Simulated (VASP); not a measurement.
Input:

```yaml
crystal:
  lattice:
    - [4.30100, 0.00000, 0.00000]
    - [0.00000, 5.35000, 0.00000]
    - [0.00000, 0.00000, 4.52600]
  atoms:
    - { symbol: Sb, position: [0.00000, 0.00000, 0.67000] }
    - { symbol: Sb, position: [0.50000, 0.50000, 0.33000] }
    - { symbol: Ni, position: [0.00000, 0.25000, 0.16700], spin: 2.0 }
    - { symbol: Ni, position: [0.00000, 0.75000, 0.16700], spin: 2.0 }
    - { symbol: Ni, position: [0.50000, 0.75000, 0.83300], spin: 2.0 }
    - { symbol: Ni, position: [0.50000, 0.25000, 0.83300], spin: 2.0 }
    - { symbol: Ni, position: [0.50000, 0.00000, 0.33000], spin: 2.0 }
    - { symbol: Ni, position: [0.00000, 0.50000, 0.67000], spin: 2.0 }
```

Computed with LDA (Ceperley-Alder, Perdew-Zunger), VASP's LDA PAW potentials (set 64) (plane waves; VASP 6.6.1). Run with 300 eV cut-off, 3×3×3 Γ-centred mesh, Fermi-Dirac smearing of 0.10 eV, potentials Sb Ni.

Q: Give the spin-up energies of bands 25 to 38 at the high-symmetry points, in eV from the Fermi level.

A: 
| band | Γ | X | S | Y | Z | U | R | T |
|---|---|---|---|---|---|---|---|---|
| 25 | -1.26 | -1.15 | -1.22 | -1.21 | -1.28 | -1.19 | -1.33 | -1.13 |
| 26 | -1.04 | -1.15 | -1.22 | -1.21 | -1.24 | -1.19 | -1.33 | -1.13 |
| 27 | -1.00 | -1.03 | -1.13 | -0.99 | -1.20 | -1.14 | -1.16 | -1.07 |
| 28 | -0.93 | -1.03 | -1.13 | -0.99 | -1.01 | -1.14 | -1.16 | -1.07 |
| 29 | -0.91 | -0.90 | -0.98 | -0.95 | -0.70 | -0.94 | -0.85 | -0.79 |
| 30 | -0.82 | -0.90 | -0.98 | -0.95 | -0.55 | -0.94 | -0.85 | -0.79 |
| 31 | -0.77 | -0.71 | -0.66 | -0.67 | -0.46 | -0.85 | -0.73 | -0.72 |
| 32 | -0.50 | -0.71 | -0.66 | -0.67 | -0.34 | -0.85 | -0.73 | -0.72 |
| 33 | -0.47 | -0.49 | -0.53 | 0.21 | -0.26 | -0.52 | -0.53 | -0.57 |
| 34 | -0.45 | -0.49 | -0.53 | 0.21 | -0.12 | -0.52 | -0.53 | -0.57 |
| 35 | 0.01 | -0.13 | 1.09 | 0.71 | -0.02 | -0.37 | -0.50 | 1.31 |
| 36 | 0.56 | -0.13 | 1.09 | 0.71 | 0.49 | -0.37 | -0.50 | 1.31 |
| 37 | 1.44 | 0.23 | 1.22 | 0.85 | 0.97 | -0.36 | -0.43 | 1.94 |
| 38 | 1.85 | 0.23 | 1.22 | 0.85 | 1.21 | -0.36 | -0.43 | 1.94 |

Q: Give the spin-down energies of bands 25 to 38 at the high-symmetry points, in eV from the Fermi level.

A: 
| band | Γ | X | S | Y | Z | U | R | T |
|---|---|---|---|---|---|---|---|---|
| 25 | -1.26 | -1.15 | -1.22 | -1.21 | -1.28 | -1.19 | -1.33 | -1.13 |
| 26 | -1.04 | -1.15 | -1.22 | -1.21 | -1.24 | -1.19 | -1.33 | -1.13 |
| 27 | -1.00 | -1.03 | -1.13 | -0.99 | -1.20 | -1.14 | -1.16 | -1.07 |
| 28 | -0.93 | -1.03 | -1.13 | -0.99 | -1.01 | -1.14 | -1.16 | -1.07 |
| 29 | -0.91 | -0.89 | -0.98 | -0.94 | -0.70 | -0.94 | -0.85 | -0.79 |
| 30 | -0.82 | -0.89 | -0.98 | -0.94 | -0.55 | -0.94 | -0.85 | -0.79 |
| 31 | -0.77 | -0.71 | -0.66 | -0.67 | -0.46 | -0.85 | -0.73 | -0.72 |
| 32 | -0.50 | -0.71 | -0.66 | -0.67 | -0.34 | -0.85 | -0.73 | -0.72 |
| 33 | -0.47 | -0.49 | -0.53 | 0.21 | -0.26 | -0.52 | -0.53 | -0.57 |
| 34 | -0.45 | -0.49 | -0.53 | 0.21 | -0.12 | -0.52 | -0.53 | -0.57 |
| 35 | 0.01 | -0.13 | 1.09 | 0.71 | -0.02 | -0.37 | -0.50 | 1.31 |
| 36 | 0.56 | -0.13 | 1.09 | 0.71 | 0.49 | -0.37 | -0.50 | 1.31 |
| 37 | 1.44 | 0.23 | 1.22 | 0.85 | 0.97 | -0.36 | -0.43 | 1.94 |
| 38 | 1.85 | 0.23 | 1.22 | 0.85 | 1.21 | -0.36 | -0.43 | 1.94 |

It has no gap at this level: it comes out as a metal or semimetal.

The structure comes from a measured Ni3Sb entry of the Crystallography Open Database, whose conditions weren't checked. The cell was not relaxed at this level. The k-mesh is coarse (spacing up to 0.49 per Å, 2π included), so the numbers may not be converged in it.
